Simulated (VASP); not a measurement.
Method: PBE GGA, VASP's PBE PAW potentials (set 64) (plane waves; VASP 6.6.1).

VASP input:

**POSCAR**
```
Cd
1
    1.5198000000    -2.6323710000     0.0000000000
    1.5198000000     2.6323710000     0.0000000000
    0.0000000000     0.0000000000     5.7324000000
Cd
2
Direct
  0.3333330000   0.6666670000   0.2500000000
  0.6666670000   0.3333330000   0.7500000000
```

INCAR:
```
SYSTEM = Cd
PREC = Accurate; ENCUT = 520; LREAL = .FALSE.
LASPH = .TRUE.
EDIFF = 1E-6; NELM = 100; ALGO = Normal
LMAXMIX = 4
ISMEAR = 1; SIGMA = 0.1
GGA = PE
ISIF = 2
LWAVE = .FALSE.; LCHARG = .FALSE.
```

KPOINTS:
```
Automatic mesh
0
Gamma
12 12 6
0 0 0
```

POTCAR, in this order: Cd (PBE.64 set). Program: vasp_std.

### Question
Predict the energy per atom (σ→0), band gap (on the k-mesh).

### Answer

The energy per atom (σ→0) comes out as -0.746 eV/atom and the band gap (on the k-mesh) is none (metal, semimetal or under 0.01 eV).

OSZICAR:
```
...
DAV:   5    -0.157812065236E+01   -0.11577E-04   -0.11577E-04  3032   0.950E-02    0.389E+00
DAV:   6    -0.149362151407E+01    0.84499E-01   -0.26253E-01  2608   0.647E+00    0.318E+00
DAV:   7    -0.149081703205E+01    0.28045E-02   -0.26564E-02  2696   0.165E+00    0.159E+00
DAV:   8    -0.149150897244E+01   -0.69194E-03   -0.32258E-03  2704   0.798E-01    0.874E-02
DAV:   9    -0.149156185371E+01   -0.52881E-04   -0.29887E-05  3016   0.617E-02    0.312E-02
DAV:  10    -0.149159783607E+01   -0.35982E-04   -0.33226E-05  2696   0.669E-02    0.297E-03
DAV:  11    -0.149159774266E+01    0.93412E-07   -0.23395E-08  1776   0.164E-03
   1 F= -.14915977E+01 E0= -.14918299E+01  d E =0.696475E-03
```

The compound is Cd in the hcp structure. The cell was not relaxed at this level. The run is one of a series of settings (ENCUT = 520 against the base run), some of them coarse on purpose.
